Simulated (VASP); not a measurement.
Input:

```
CELL_PARAMETERS angstrom
      3.38301     0.00000     0.00000
     -1.69150     2.92977     0.00000
      0.00000     0.00000    13.99820
ATOMIC_POSITIONS crystal
  W  0.66667 0.33333 0.75000
  W  0.33333 0.66667 0.25000
  Se 0.33333 0.66667 0.87100
  Se 0.66667 0.33333 0.12900
  Se 0.66667 0.33333 0.37100
  Se 0.33333 0.66667 0.62900
```

All values below come from LDA (Ceperley-Alder, Perdew-Zunger), VASP's LDA PAW potentials (set 64) (plane waves; VASP 6.6.1). Numerical set-up: EDIFF = 1E-03, 240 eV cut-off, 6×6×6 Γ-centred mesh, Fermi-Dirac smearing of 0.010 eV, potentials W_sv Se.

At this cut-off the stress carries a Pulay error, which pulls relaxed volumes low.  Energy and stress use the plane-wave basis of the starting cell.

**Question.** The ions, cell shape and volume are relaxed. Give the cell that the relaxation ends in.

**Answer.** 
```
CELL_PARAMETERS angstrom
      3.24616     0.00000     0.00000
     -1.62308     2.81126     0.00000
      0.00000     0.00000    12.75566
ATOMIC_POSITIONS crystal
  W  0.66667 0.33333 0.75000
  W  0.33333 0.66667 0.25000
  Se 0.33333 0.66667 0.88120
  Se 0.66667 0.33333 0.11880
  Se 0.66667 0.33333 0.38120
  Se 0.33333 0.66667 0.61880
```
Space group P6_3/mmc (194), at a tolerance of 0.03 Å.

**Question.** How do energy and volume change from the first to the last step?

**Answer.** The energy (σ→0) changes by -94.1 meV/atom and the volume by -16.1 %, in 22 ionic steps.

The structure comes from a computed database's WSe2 entry; how it stands against other phases isn't given here. This run relaxes it. Symmetry was kept, so distortions that lower it aren't found. The run is one of a series of settings (EDIFF = 1E-03, EDIFFG = -0.01, ENCUT = 240, GGA removed, IBRION = 2, ISIF = 3, NSW = 50, KPOINTS 6×6×6 Γ-centred mesh, POTCAR W_sv Se (LDA.64 set) against the base run), some of them coarse on purpose.
